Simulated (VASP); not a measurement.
Output of a VASP run:

**OUTCAR**
```
 ion  position               nearest neighbor table
   1  0.000  0.000  0.000-   2 2.32   2 2.32   2 2.32   2 2.32   2 2.32   2 2.32
   2  0.500  0.500  0.500-   1 2.32   1 2.32   1 2.32   1 2.32   1 2.32   1 2.32
  LATTYP: Found a face centered cubic cell.
 ALAT       =     4.6472953046
 Subroutine PRICEL returns:
 Original cell was already a primitive cell.
 Subroutine GETGRP returns: Found 48 space group operations
The static configuration has the point symmetry O_h .
The dynamic configuration has the point symmetry O_h .
 Subroutine INISYM returns: Found 48 space group operations
 Subroutine IBZKPT returns following result:
 Found    120 irreducible k-points:

 Following reciprocal coordinates:
            Coordinates               Weight
  0.000000  0.000000  0.000000      1.000000
  0.066667  0.000000  0.000000      8.000000
  0.133333  0.000000  0.000000      8.000000
  0.200000  0.000000  0.000000      8.000000
  0.266667  0.000000  0.000000      8.000000
  0.333333  0.000000  0.000000      8.000000
  0.400000  0.000000  0.000000      8.000000
  0.466667  0.000000  0.000000      8.000000
  0.066667  0.066667  0.000000      6.000000
  0.133333  0.066667  0.000000     24.000000
  0.200000  0.066667  0.000000     24.000000
  0.266667  0.066667  0.000000     24.000000
  0.333333  0.066667  0.000000     24.000000
  0.400000  0.066667  0.000000     24.000000
  0.466667  0.066667  0.000000     24.000000
 -0.466667  0.066667  0.000000     24.000000
 -0.400000  0.066667  0.000000     24.000000
 -0.333333  0.066667  0.000000     24.000000
 -0.266667  0.066667  0.000000     24.000000
 -0.200000  0.066667  0.000000     24.000000
 -0.133333  0.066667  0.000000     24.000000
 -0.066667  0.066667  0.000000     12.000000
  0.133333  0.133333  0.000000      6.000000
  0.200000  0.133333  0.000000     24.000000
  0.266667  0.133333  0.000000     24.000000
  0.333333  0.133333  0.000000     24.000000
  0.400000  0.133333  0.000000     24.000000
  0.466667  0.133333  0.000000     24.000000
 -0.466667  0.133333  0.000000     24.000000
 -0.400000  0.133333  0.000000     24.000000
 -0.333333  0.133333  0.000000     24.000000
 -0.266667  0.133333  0.000000     24.000000
 -0.200000  0.133333  0.000000     24.000000
 -0.133333  0.133333  0.000000     12.000000
  0.200000  0.200000  0.000000      6.000000
  0.266667  0.200000  0.000000     24.000000
  0.333333  0.200000  0.000000     24.000000
  0.400000  0.200000  0.000000     24.000000
  0.466667  0.200000  0.000000     24.000000
 -0.466667  0.200000  0.000000     24.000000
   k-points           NKPTS =    120   k-points in BZ     NKDIM =    120   number of bands    NBANDS=     11
   number of dos      NEDOS =    601   number of ions     NIONS =      2
   total plane-waves  NPLWV =  13824
   dimension x,y,z NGX =    24 NGY =   24 NGZ =   24
   dimension x,y,z NGXF=    48 NGYF=   48 NGZF=   48
   ions per type =               1   1
   PREC   = accura    normal or accurate (medium, high low for compatibility)
   ISTART =      0    job   : 0-new  1-cont  2-samecut
   ICHARG =      2    charge: 1-file 2-atom 10-const
   ISPIN  =      1    spin polarized calculation?
   LNONCOLLINEAR =      F non collinear calculations
   LSORBIT =      F    spin-orbit coupling
   INIWAV =      1    electr: 0-lowe 1-rand  2-diag
   ENCUT  =  520.0 eV  38.22 Ry    6.18 a.u.   6.11  6.11  6.11*2*pi/ulx,y,z
   NELM   =    100;   NELMIN=  2; NELMDL= -5     # of ELM steps
   EDIFF  = 0.1E-06   stopping-criterion for ELM
   LREAL  =      F    real-space projection
   NLSPLINE    = F    spline interpolate recip. space projectors
   LMAXMIX     =    6 max onsite mixed and CHGCAR
   VOSKOWN=      0    Vosko Wilk Nusair interpolation
   EDIFFG = 0.1E-05   stopping-criterion for IOM
   NSW    =      0    number of steps for IOM
   NBLOCK =      1;   KBLOCK =      1    inner block; outer block
   IBRION =     -1    ionic relax: 0-MD 1-quasi-New 2-CG
...
```

OSZICAR:
```
       N       E                     dE             d eps       ncg     rms          rms(c)
DAV:   1     0.246672676589E+02    0.24667E+02   -0.78770E+03  2640   0.122E+03
DAV:   2    -0.224937964000E+02   -0.47161E+02   -0.45314E+02  3498   0.216E+02
DAV:   3    -0.242105177206E+02   -0.17167E+01   -0.17040E+01  3431   0.319E+01
DAV:   4    -0.242244720345E+02   -0.13954E-01   -0.13947E-01  3147   0.313E+00
DAV:   5    -0.242246622904E+02   -0.19026E-03   -0.19024E-03  3527   0.289E-01    0.573E+01
DAV:   6    -0.211266193661E+02    0.30980E+01   -0.20356E+01  2939   0.232E+01    0.409E+01
DAV:   7    -0.210589193413E+02    0.67700E-01   -0.64698E-01  3055   0.619E+00    0.248E+01
DAV:   8    -0.210522055596E+02    0.67138E-02   -0.58549E-02  2942   0.242E+00    0.589E+00
DAV:   9    -0.210461410833E+02    0.60645E-02   -0.29384E-02  2986   0.104E+00    0.185E+00
DAV:  10    -0.210459181920E+02    0.22289E-03   -0.88176E-04  3119   0.257E-01    0.413E-01
DAV:  11    -0.210459001861E+02    0.18006E-04   -0.19501E-04  3021   0.101E-01    0.569E-02
DAV:  12    -0.210458991562E+02    0.10298E-05   -0.71735E-06  3086   0.239E-02    0.689E-02
DAV:  13    -0.210458984528E+02    0.70345E-06   -0.54407E-07  3147   0.741E-03    0.236E-03
DAV:  14    -0.210458984408E+02    0.11937E-07   -0.78055E-09  1512   0.921E-04
   1 F= -.21045898E+02 E0= -.21045898E+02  d E =0.000000E+00
```

### OUTCAR
```
------------------------ aborting loop because EDIFF is reached ----------------------------------------
  FORCE on cell =-STRESS in cart. coord.  units (eV):
  Direction    XX          YY          ZZ          XY          YZ          ZX
  --------------------------------------------------------------------------------------
  Total       -0.0059883     -0.0059883     -0.0059883      0.0000000      0.0000000     -0.0000000
  in kB       -0.3823633     -0.3823633     -0.3823633      0.0000000      0.0000000     -0.0000000
  external PRESSURE =      -0.3823633 kB  Pullay stress =       0.0000000 kB
  volume of cell :       25.09
      direct lattice vectors                 reciprocal lattice vectors
     0.000000000  2.323647652  2.323647652    -0.215178923  0.215178923  0.215178923
     2.323647652  0.000000000  2.323647652     0.215178923 -0.215178923  0.215178923
     2.323647652  2.323647652  0.000000000     0.215178923  0.215178923 -0.215178923
 POSITION                                       TOTAL-FORCE (eV/Angst)
 -----------------------------------------------------------------------------------
      0.00000      0.00000      0.00000         0.000000     -0.000000     -0.000000
      2.32365      2.32365      2.32365        -0.000000      0.000000      0.000000
 -----------------------------------------------------------------------------------
    total drift:                                0.000000     -0.000000     -0.000000
  FREE ENERGIE OF THE ION-ELECTRON SYSTEM (eV)
  ---------------------------------------------------
  free  energy   TOTEN  =       -21.0458984408 eV

  energy  without entropy=      -21.0458984408  energy(sigma->0) =      -21.04589844

 total charge

# of ion       s       p       d       tot
------------------------------------------
    1        0.311   6.621   1.664   8.596
    2        0.874   1.515   0.000   2.389
--------------------------------------------------
tot          1.185   8.136   1.664  10.985
```
(Selected blocks of OUTCAR.)

File POSCAR:
```
HfC
1
    0.0000000000     2.3236476523     2.3236476523
    2.3236476523     0.0000000000     2.3236476523
    2.3236476523     2.3236476523     0.0000000000
Hf C
1 1
Direct
  0.0000000000   0.0000000000   0.0000000000
  0.5000000000   0.5000000000   0.5000000000
```

### Question
Write an INCAR and KPOINTS that could have produced this output.

### Answer
Several could match; the one computed here: the input of the run itself, PBE GGA, plane waves, VASP's PBE PAW potentials (set 64).

File KPOINTS:
```
Regular mesh
0
gamma
 15 15 15
0 0 0
```

INCAR:
```
LREAL=.FALSE.
NEDOS=601
LCHARG=.TRUE.
NELM=100
LMAXMIX=6
ISIF=2
PREC=Accurate
ALGO=Normal   ! blocked Davidson
ISMEAR=-5   ! tetrahedra, Bloechl
ENCUT=520   ! plane-wave cut-off (eV)
GGA=PE   ! PBE
SYSTEM=HfC
LWAVE=.FALSE.
LASPH=.TRUE.
LORBIT=11   ! lm-projected
EDIFF=1E-7   ! SCF stop (eV)
```

POTCAR, in this order: Hf_pv C (PBE.64 set). Program: vasp_std.

For a metal the tetrahedron method with Blöchl corrections gives inexact stress and forces.

The compound is HfC in the rock salt structure. It was relaxed first.
